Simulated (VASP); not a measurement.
Here is the system:

```
CELL_PARAMETERS angstrom
      1.42677     0.82375     5.95797
     -1.42677     0.82375     5.95797
      0.00000    -1.64750     5.95797
ATOMIC_POSITIONS crystal
  Pt 0.00000 0.00000 0.00000
  Co 0.50000 0.50000 0.50000
  O  0.11223 0.11223 0.11223
  O  0.88777 0.88777 0.88777
```

Level of theory: PBE GGA, VASP's PBE PAW potentials (set 64) (plane waves; VASP). Run with 500 eV cut-off, 8×8×8 Γ-centred mesh, Gaussian smearing of 0.050 eV, potentials Pt Co O.

Problem. Give the force on each atom (eV/Å).

Solution. 
```tsv
atom	Fx	Fy	Fz
Pt1	0.000	0.000	0.000
Co2	0.000	0.000	0.000
O3	0.000	0.000	0.076
O4	0.000	0.000	-0.076
```

Problem. Give the stress tensor in GPa (positive for a compressed cell).

Solution. 
```
-0.45   0.00   0.00
 0.00  -0.45   0.00
 0.00   0.00   1.52
```
The pressure is its mean diagonal, 0.21 GPa.

The structure was generated: CoPtO2 was put into the delafossite type (R-3m), which need not be its known phase. It was relaxed first, which changed the volume by -14 %. The k-mesh is coarse (spacing up to 0.32 per Å, 2π included), so the numbers may not be converged in it. The run is not spin-polarised, so no magnetic state was tried. The electron count is odd and the run is not spin-polarised, which forces a metal.
